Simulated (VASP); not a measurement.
# SiO2 (Stishovite) with LDA: from relaxation to properties, part 2 of 4

What structure does SiO2 (Stishovite) take at this level, and what are its properties? The start is a cell from a database of measured crystal structures.

VASP 6.6.1; LDA; plane waves and PAW (Si, O).

So far, gap on the k-mesh (eV): step 2 (relaxing cell and atoms (LDA)) 5.76. The relaxed cell has a = 4.157, c = 2.667 Å (conventional setting).

**3. Density, ELF and potential (LDA)**

A single point on the relaxed cell gives a clean self-consistent state, with density, ELF and potential written out.

INCAR

```
SYSTEM = SiO2
PREC = Accurate
ENCUT = 520
EDIFF = 1E-06
NELM = 100
ISMEAR = 0
SIGMA = 0.05
LREAL = .FALSE.
ALGO = Normal
GGA = CA
NBANDS = 22
LORBIT = 11
LWAVE = .FALSE.
LCHARG = .TRUE.
ISIF = 2
LELF = .TRUE.
LVHAR = .TRUE.
```

POSCAR

```
SiO2
1.0
    4.1566980657      0.0000000000      0.0000000000
    0.0000000000      4.1566980657      0.0000000000
    0.0000000000      0.0000000000      2.6665280248
Si O
2 4
Direct
    0.0000000000      0.0000000000      0.0000000000
    0.5000000000      0.5000000000      0.5000000000
    0.3054119457      0.3054119457      0.0000000000
    0.1945880543      0.8054119457      0.5000000000
    0.6945880543      0.6945880543      0.0000000000
    0.8054119457      0.1945880543      0.5000000000
```

KPOINTS

```
Automatic mesh
0
Gamma
5 5 7
0 0 0
```

PAW data sets: Si and O (LDA family, release 64).

Command:

```
mpirun -np 4 vasp_std
```

The log of the run:

```text
[banner, memory and clock lines left out]
running    4 mpi-ranks, on    1 nodes
 distrk:  each k-point on    4 cores,    1 groups
 distr:  one band on    1 cores,    4 groups

 POSCAR found type information on POSCAR SiO
 POSCAR found :  2 types and       6 ions
 LDA part: xc-table for (Slater(with rela. corr.)+CA(PZ))
 , standard interpolation
|                                                                             |
|           W    W    AA    RRRRR   N    N  II  N    N   GGGG   !!!           |
|           W    W   A  A   R    R  NN   N  II  NN   N  G    G  !!!           |
|           W    W  A    A  R    R  N N  N  II  N N  N  G       !!!           |
|           W WW W  AAAAAA  RRRRR   N  N N  II  N  N N  G  GGG   !            |
|           WW  WW  A    A  R   R   N   NN  II  N   NN  G    G                |
|           W    W  A    A  R    R  N    N  II  N    N   GGGG   !!!           |
|                                                                             |
|     The number of bands has been changed from the values supplied in        |
|     The orbitals not found in the WAVECAR file will be initialized with     |
|     random numbers, which is usually adequate. For correlated               |
|     calculations, however, you should redo the groundstate calculation.     |
|     I found NBANDS = 22. Now, NBANDS = 24.                                  |
|                                                                             |

 POSCAR, INCAR and KPOINTS ok, starting setup
 FFT: planning ... GRIDC
 FFT: planning ... GRID_SOFT
 FFT: planning ... GRID
 WAVECAR not read
 entering main loop
       N       E                     dE             d eps       ncg     rms          rms(c)
DAV:   1     0.129349621243E+03    0.12935E+03   -0.17703E+04  1160   0.128E+03
DAV:   2    -0.504237578830E+02   -0.17977E+03   -0.17286E+03  1520   0.287E+02
DAV:   3    -0.568510245672E+02   -0.64273E+01   -0.64076E+01  1528   0.525E+01
DAV:   4    -0.568912663413E+02   -0.40242E-01   -0.40237E-01  1328   0.489E+00
DAV:   5    -0.568916379217E+02   -0.37158E-03   -0.37154E-03  1528   0.436E-01    0.180E+01
DAV:   6    -0.520498374484E+02    0.48418E+01   -0.14758E+01  1472   0.255E+01    0.863E+00
DAV:   7    -0.520062945368E+02    0.43543E-01   -0.75960E-01  1368   0.502E+00    0.304E+00
DAV:   8    -0.519761111302E+02    0.30183E-01   -0.29317E-02  1432   0.146E+00    0.106E+00
DAV:   9    -0.519705066155E+02    0.56045E-02   -0.56741E-03  1456   0.587E-01    0.210E-01
DAV:  10    -0.519705040761E+02    0.25395E-05   -0.19051E-04  1416   0.106E-01    0.629E-02
DAV:  11    -0.519705042146E+02   -0.13857E-06   -0.19016E-05  1480   0.309E-02    0.179E-02
DAV:  12    -0.519705040871E+02    0.12748E-06   -0.71154E-07  1048   0.725E-03
   1 F= -.51970504E+02 E0= -.51970504E+02  d E =-.294096E-21
```

It took 5.6 s on 4 MPI ranks of Intel Xeon Platinum 8259CL at 2.50GHz (Skylake/Cascade Lake), shared host; peak memory 0.44 GiB; 20 s of CPU time.

From OUTCAR (step 3):

```text
  LATTYP: Found a simple tetragonal cell.
 ALAT       =     4.1566980657
 C/A-ratio  =     0.6415014953

 Found     24 irreducible k-points:

   k-points           NKPTS =     24   k-points in BZ     NKDIM =     24   number of bands    NBANDS=     24

   ENCUT  =  520.0 eV  38.22 Ry    6.18 a.u.   7.73  7.73  4.96*2*pi/ulx,y,z

   NELECT =      32.0000    total number of electrons

 E-fermi :   8.5826

 k-point     1 :       0.0000    0.0000    0.0000
  band No.  band energies     occupation
    ...
     12       5.0281      2.00000
     13       5.7017      2.00000
     14       7.3563      2.00000
     15       7.3563      2.00000
     16       8.2630      2.00000
     17      14.0187      0.00000
     18      14.6681      0.00000
     19      16.5794      0.00000
     20      16.5794      0.00000
     21      18.9831      0.00000
    ...

 k-point     2 :       0.2000    0.0000    0.0000
  band No.  band energies     occupation
    ...
     12       5.1223      2.00000
     13       5.7421      2.00000
     14       6.5372      2.00000
     15       7.2884      2.00000
     16       7.9483      2.00000
     17      14.5945      0.00000
     18      15.0342      0.00000
     19      16.6792      0.00000
     20      16.7117      0.00000
     21      19.5642      0.00000
    ...

  Total       -0.0143007     -0.0143007      0.0248078      0.0000000      0.0000000      0.0000000
  in kB       -0.4973056     -0.4973056      0.8626920      0.0000000      0.0000000      0.0000000
  external PRESSURE =      -0.0439731 kB  Pullay stress =       0.0000000 kB

 POSITION                                       TOTAL-FORCE (eV/Angst)
 -----------------------------------------------------------------------------------
      0.00000      0.00000      0.00000        -0.000000     -0.000000      0.000000
      2.07835      2.07835      1.33326        -0.000000     -0.000000      0.000000
      1.26951      1.26951      0.00000         0.005463      0.005463     -0.000000
      0.80884      3.34785      1.33326        -0.005463      0.005463     -0.000000
      2.88719      2.88719      0.00000        -0.005463     -0.005463      0.000000
      3.34785      0.80884      1.33326         0.005463     -0.005463      0.000000
 -----------------------------------------------------------------------------------
    total drift:                                0.000000     -0.000000     -0.000000

  FREE ENERGIE OF THE ION-ELECTRON SYSTEM (eV)
  ---------------------------------------------------
  free  energy   TOTEN  =       -51.9705040871 eV

  energy  without entropy=      -51.9705040871  energy(sigma->0) =      -51.97050409

 total charge
# of ion       s       p       d       tot
------------------------------------------
    1        0.595   0.900   0.000   1.495
    2        0.595   0.900   0.000   1.495
    3        1.539   3.682   0.000   5.220
    4        1.539   3.682   0.000   5.220
    5        1.539   3.682   0.000   5.220
    6        1.539   3.682   0.000   5.220
--------------------------------------------------
tot          7.346  16.526   0.000  23.872

[... 5 parts as in an earlier step ...]

[... 6 further parts left out ...]
```

This step gave:

```
SCF cycles          : 12
bands               : 24
free energy (TOTEN) : -51.9705 eV
Fermi energy        : 8.583 eV
pressure            : -0.004397 GPa
```

Valence electrons inside each PAW sphere by angular momentum. Sphere charges, by row:

```
atom  s (e)  p (e)  d (e)  tot (e)
 Si1  0.595    0.9      0    1.495
 Si2  0.595    0.9      0    1.495
  O3  1.539  3.682      0     5.22
  O4  1.539  3.682      0     5.22
  O5  1.539  3.682      0     5.22
  O6  1.539  3.682      0     5.22
```

ELF in the ab plane at fractional z = 0.000, with atoms of Si and O within 0.2 Å of it. It is the smooth field of the valence electrons, not physical close to the nuclei.

Values, 14 rows by 14 columns, each cell a mean:
```
0.05 0.09 0.16 0.15 0.08 0.04 0.03 0.12 0.34 0.45 0.49 0.51 0.38 0.15
0.11 0.15 0.19 0.15 0.06 0.03 0.10 0.39 0.72 0.78 0.80 0.80 0.71 0.38
0.18 0.16 0.15 0.10 0.05 0.04 0.24 0.66 0.84 0.80 0.78 0.85 0.80 0.51
0.14 0.10 0.08 0.06 0.03 0.04 0.32 0.71 0.79 0.56 0.51 0.78 0.80 0.49
0.08 0.04 0.04 0.03 0.04 0.06 0.26 0.63 0.73 0.52 0.56 0.80 0.78 0.45
0.04 0.03 0.06 0.12 0.16 0.12 0.16 0.41 0.71 0.73 0.79 0.84 0.72 0.34
0.03 0.12 0.42 0.59 0.62 0.49 0.23 0.17 0.41 0.63 0.71 0.66 0.39 0.12
0.07 0.36 0.74 0.82 0.79 0.73 0.51 0.23 0.16 0.26 0.32 0.24 0.10 0.03
0.16 0.55 0.84 0.79 0.56 0.63 0.73 0.49 0.12 0.06 0.04 0.04 0.03 0.04
0.21 0.59 0.83 0.70 0.36 0.56 0.79 0.62 0.16 0.04 0.03 0.05 0.06 0.08
0.26 0.61 0.85 0.81 0.70 0.79 0.82 0.59 0.12 0.03 0.06 0.10 0.15 0.15
0.22 0.57 0.83 0.85 0.83 0.84 0.74 0.42 0.06 0.04 0.08 0.15 0.19 0.16
0.08 0.29 0.57 0.61 0.59 0.55 0.36 0.12 0.03 0.04 0.10 0.16 0.15 0.09
0.03 0.08 0.22 0.26 0.21 0.16 0.07 0.03 0.04 0.08 0.14 0.18 0.11 0.05
```
Columns run along a (4.2 Å), rows up along b (4.2 Å). Atoms in or near the plane, at fractional coordinates: Si at (0.00, 0.00), O at (0.31, 0.31), O at (0.69, 0.69).

Electrostatic potential energy in the ab plane at fractional z = 0.000, with atoms of Si and O within 0.2 Å of it. With pseudopotentials it is smooth inside the atoms' cores, unlike the true potential.

Ten even steps from '_' (-78 eV) to '@' (5 eV), each cell a mean:
```
____++%%@@@@@@@@@@@@@@%%--__
::--##%%@@@@@@@@@@@@%%%%**--
##%%%%@@@@@@@@@@##====**%%%%
@@@@@@@@@@@@@@@@++----==%%@@
@@@@@@@@@@@@@@%%==::--==@@@@
@@@@@@@@@@@@@@@@##==++##@@@@
@@@@@@@@@@@@@@@@@@%%@@@@@@@@
@@@@@@%%**##%%@@@@@@@@@@@@@@
@@@@%%==::--##@@@@@@@@@@@@@@
@@@@##----::**@@@@@@@@@@@@@@
%%%%##==--==%%@@@@@@@@@@%%%%
==**%%####%%@@@@@@@@@@%%##++
__..**%%@@@@@@@@@@@@@@%%--__
____==%%@@@@@@@@@@@@@@##::__
```
Columns run along a (4.2 Å; values clipped at the 3rd and 97th percentile), rows up along b (4.2 Å). Atoms in or near the plane, at fractional coordinates: Si at (0.00, 0.00), O at (0.31, 0.31), O at (0.69, 0.69).

Valence density in the ab plane at fractional z = 0.000, with atoms of Si and O within 0.2 Å of it. It is the smooth field of the valence electrons, not physical close to the nuclei.

Ten even steps from '_' (-0.1 e/Å³) to '@' (7.8 e/Å³), each cell a mean:
```
____________________________
__________________......____
________________::==++--..__
______________..==%%%%++..__
______________..==##%%==..__
________________::====::____
________..________....______
______..::::..______________
____::++%%**::______________
____::**@@%%::..____________
____::==**++..______________
____..::::::________________
____________________________
____________________________
```
Columns run along a (4.2 Å), rows up along b (4.2 Å). Atoms in or near the plane, at fractional coordinates: Si at (0.00, 0.00), O at (0.31, 0.31), O at (0.69, 0.69).

In this run the pressure is 0.00 GPa, small enough to go on.

**4. Band structure (LDA)**

The mesh alone shows little of the dispersion and can miss band extrema, so KPOINTS_OPT adds a path through the symmetry points after the self-consistent cycle.

INCAR

```
SYSTEM = SiO2
PREC = Accurate
ENCUT = 520
EDIFF = 1E-06
NELM = 100
ISMEAR = 0
SIGMA = 0.05
LREAL = .FALSE.
ALGO = Normal
GGA = CA
NBANDS = 32
LORBIT = 11
LWAVE = .FALSE.
LCHARG = .FALSE.
KPAR = 4
```

POSCAR is that of step 3.

KPOINTS is that of step 3.

KPOINTS_OPT

```
Line mode
16
Line-mode
Reciprocal
  0.00000000   0.00000000   0.00000000 GAMMA
  0.00000000   0.50000000   0.00000000 X

  0.00000000   0.50000000   0.00000000 X
  0.50000000   0.50000000   0.00000000 M

  0.50000000   0.50000000   0.00000000 M
  0.00000000   0.00000000   0.00000000 GAMMA

  0.00000000   0.00000000   0.00000000 GAMMA
  0.00000000   0.00000000   0.50000000 Z

  0.00000000   0.00000000   0.50000000 Z
  0.00000000   0.50000000   0.50000000 R

  0.00000000   0.50000000   0.50000000 R
  0.50000000   0.50000000   0.50000000 A

  0.50000000   0.50000000   0.50000000 A
  0.00000000   0.00000000   0.50000000 Z

  0.00000000   0.50000000   0.00000000 X
  0.00000000   0.50000000   0.50000000 R

  0.50000000   0.50000000   0.00000000 M
  0.50000000   0.50000000   0.50000000 A
```

Command:

```
mpirun -np 4 vasp_std
```

The log of the run:

```text
[... set-up lines as in an earlier step ...]
 entering main loop
       N       E                     dE             d eps       ncg     rms          rms(c)
DAV:   1     0.109347620376E+03    0.10935E+03   -0.16861E+04  1568   0.964E+02
DAV:   2    -0.513729968053E+02   -0.16072E+03   -0.15418E+03  1888   0.240E+02
DAV:   3    -0.568675930472E+02   -0.54946E+01   -0.54716E+01  1904   0.393E+01
DAV:   4    -0.568915021651E+02   -0.23909E-01   -0.23908E-01  1736   0.305E+00
DAV:   5    -0.568916423737E+02   -0.14021E-03   -0.14021E-03  1904   0.218E-01    0.180E+01
DAV:   6    -0.520609436864E+02    0.48307E+01   -0.84385E+00  1616   0.192E+01    0.849E+00
DAV:   7    -0.520075915783E+02    0.53352E-01   -0.51321E-01  1824   0.400E+00    0.308E+00
DAV:   8    -0.519754380828E+02    0.32153E-01   -0.20296E-02  1760   0.106E+00    0.988E-01
DAV:   9    -0.519704792307E+02    0.49589E-02   -0.30250E-03  1784   0.406E-01    0.204E-01
DAV:  10    -0.519705036438E+02   -0.24413E-04   -0.15535E-04  1768   0.709E-02    0.848E-02
DAV:  11    -0.519705041125E+02   -0.46867E-06   -0.88488E-06  1808   0.209E-02
   1 F= -.51970504E+02 E0= -.51970504E+02  d E =-.588051E-18
 Start KPOINTS_OPT (optional k-point list driver)
k-point batch [1-24\144]
       N       E                     dE             ncg
DAV:   1     0.413776254644E+04   -0.57502E+04     1536
DAV:   2     0.173720283587E+03   -0.39640E+04     1848
DAV:   3     0.251354792787E+02   -0.14858E+03     1944
DAV:   4     0.244372397806E+02   -0.69824E+00     1752
DAV:   5     0.244329818076E+02   -0.42580E-02     1904
DAV:   6     0.244329356588E+02   -0.46149E-04     1768
DAV:   7     0.244329350557E+02   -0.60307E-06     1568
[...]
k-point batch [121-144\144]
       N       E                     dE             ncg
DAV:   1     0.355799033655E+04   -0.25600E+05     1560
DAV:   2    -0.116824456486E+03   -0.36748E+04     1856
DAV:   3    -0.249593408620E+03   -0.13277E+03     1864
DAV:   4    -0.250228555355E+03   -0.63515E+00     1632
DAV:   5    -0.250232484300E+03   -0.39289E-02     1824
DAV:   6    -0.250232524737E+03   -0.40437E-04     1680
DAV:   7    -0.250232525213E+03   -0.47577E-06     1504
```

Elapsed: 19 s, on 4 MPI ranks; peak memory 0.69 GiB; 74 s of CPU time.

Parts of OUTCAR (step 4):

```text
 Found     24 irreducible k-points:

   k-points           NKPTS =     24   k-points in BZ     NKDIM =     24   number of bands    NBANDS=     32

   NELECT =      32.0000    total number of electrons

 E-fermi :   8.5512

 k-point     1 :       0.0000    0.0000    0.0000
  band No.  band energies     occupation
    ...
     12       5.0280      2.00000
     13       5.7016      2.00000
     14       7.3562      2.00000
     15       7.3562      2.00000
     16       8.2629      2.00000
     17      14.0186      0.00000
     18      14.6681      0.00000
     19      16.5793      0.00000
     20      16.5793      0.00000
     21      18.9831      0.00000
    ...

 k-point     2 :       0.2000    0.0000    0.0000
  band No.  band energies     occupation
    ...
     12       5.1222      2.00000
     13       5.7419      2.00000
     14       6.5370      2.00000
     15       7.2883      2.00000
     16       7.9482      2.00000
     17      14.5943      0.00000
     18      15.0341      0.00000
     19      16.6791      0.00000
     20      16.7117      0.00000
     21      19.5641      0.00000
    ...

  Total       -0.0142662     -0.0142662      0.0235056     -0.0000000      0.0000000      0.0000000
  in kB       -0.4961067     -0.4961067      0.8174094     -0.0000000      0.0000000      0.0000000
  external PRESSURE =      -0.0582680 kB  Pullay stress =       0.0000000 kB

 POSITION                                       TOTAL-FORCE (eV/Angst)
 -----------------------------------------------------------------------------------
      0.00000      0.00000      0.00000         0.000000     -0.000000      0.000000
      2.07835      2.07835      1.33326         0.000000     -0.000000      0.000000
      1.26951      1.26951      0.00000         0.006427      0.006427     -0.000000
      0.80884      3.34785      1.33326        -0.006427      0.006427     -0.000000
      2.88719      2.88719      0.00000        -0.006427     -0.006427      0.000000
      3.34785      0.80884      1.33326         0.006427     -0.006427      0.000000
 -----------------------------------------------------------------------------------
    total drift:                                0.000000     -0.000000     -0.000000

  FREE ENERGIE OF THE ION-ELECTRON SYSTEM (eV)
  ---------------------------------------------------
  free  energy   TOTEN  =       -51.9705041125 eV

  energy  without entropy=      -51.9705041125  energy(sigma->0) =      -51.97050411

[... 9 parts as in an earlier step ...]

[... 5 further parts left out ...]
```

This step gave:

```yaml
scf_cycles: 11
bands: 32
fermi_energy: 8.551 eV
pressure: -0.005827 GPa
least_gap_on_mesh_and_path: 5.756 eV
least_direct_gap_on_mesh_and_path: 5.756 eV
```

Electronic bands along the path, in eV, zero at the valence-band top; v1 is the highest filled band, c1 the lowest empty one:

```
          point     v4     v3     v2     v1    c1    c2     c3     c4
              Γ  -2.56  -0.91  -0.91   0.00  5.76  6.41   8.32   8.32
0.47 of the way  -2.53  -1.98  -1.00  -0.42  6.50  6.90   8.48   8.49
              X  -2.76  -2.76  -1.09  -1.09  7.70  7.70   8.88   8.88
0.47 of the way  -2.99  -2.99  -1.46  -1.46  7.49  7.49   9.33   9.33
              M  -2.78  -2.78  -2.35  -2.35  7.36  7.36   9.90   9.90
0.47 of the way  -2.68  -2.63  -1.57  -0.92  6.81  7.62   8.60   9.37
              Γ  -2.56  -0.91  -0.91   0.00  5.76  6.41   8.32   8.32
0.47 of the way  -4.28  -1.48  -1.48  -0.73  7.41  9.43   9.87  10.85
              Z  -3.24  -3.24  -2.76  -2.76  9.03  9.03  12.47  12.47
0.53 of the way  -2.86  -2.86  -2.28  -2.28  8.90  8.90  10.68  10.68
              R  -2.34  -2.34  -1.82  -1.82  8.68  8.68   9.85   9.85
0.47 of the way  -2.34  -2.34  -1.70  -1.70  7.73  7.73  10.53  10.53
              A  -1.79  -1.79  -1.60  -1.60  7.13  7.13  10.86  10.86
0.47 of the way  -2.58  -2.47  -2.36  -1.84  7.86  8.28  10.65  11.46
              Z  -3.24  -3.24  -2.76  -2.76  9.03  9.03  12.47  12.47
      jump to X  -2.76  -2.76  -1.09  -1.09  7.70  7.70   8.88   8.88
0.47 of the way  -2.99  -2.99  -1.44  -1.44  9.03  9.03  10.54  10.54
              R  -2.34  -2.34  -1.82  -1.82  8.68  8.68   9.85   9.85
      jump to M  -2.78  -2.78  -2.35  -2.35  7.36  7.36   9.90   9.90
0.53 of the way  -1.95  -1.95  -1.75  -1.75  8.04  8.04  11.28  11.28
              A  -1.79  -1.79  -1.60  -1.60  7.13  7.13  10.86  10.86
```

Of the projections kept (Si, O), the largest for each band there; the rest of the weight can lie on other orbitals:

```
point      v4      v3      v2      v1       c1       c2       c3       c4
    Γ  O 0.86  O 0.99  O 0.99  O 1.00  Si 0.54  Si 0.79  Si 0.66  Si 0.66
    X  O 0.98  O 0.98  O 0.99  O 0.99  Si 0.51  Si 0.51  Si 0.62  Si 0.62
    M  O 0.93  O 0.93  O 1.00  O 1.00  Si 0.62  Si 0.62  Si 0.56  Si 0.56
    Γ  O 0.86  O 0.99  O 0.99  O 1.00  Si 0.54  Si 0.79  Si 0.66  Si 0.66
    Z  O 1.00  O 1.00  O 0.96  O 0.96  Si 0.62  Si 0.62   O 0.80   O 0.80
    R  O 0.99  O 0.99  O 0.99  O 0.99  Si 0.56  Si 0.56  Si 0.70  Si 0.70
```

The path finds the gap of the mesh within 0.02 eV, so the mesh comes close to both band edges.

(Continued in part 3 of 4.)

[Lines on the potential files, build, host, timing and source positions are cut from VASP's logs without a mark.]

[Logs are printed without paths, hosts, clocks, repeated set-up lines and the standing remarks that a program may print on its own settings, such as how far it seeks lower states.]

[Hosts, paths, dates, database ids (printed as entryN), source tags and the programs' standing remarks are cut or masked in the printed files.]

[A measured line is paired with the nearest computed mode of its activity, which favours agreement.]
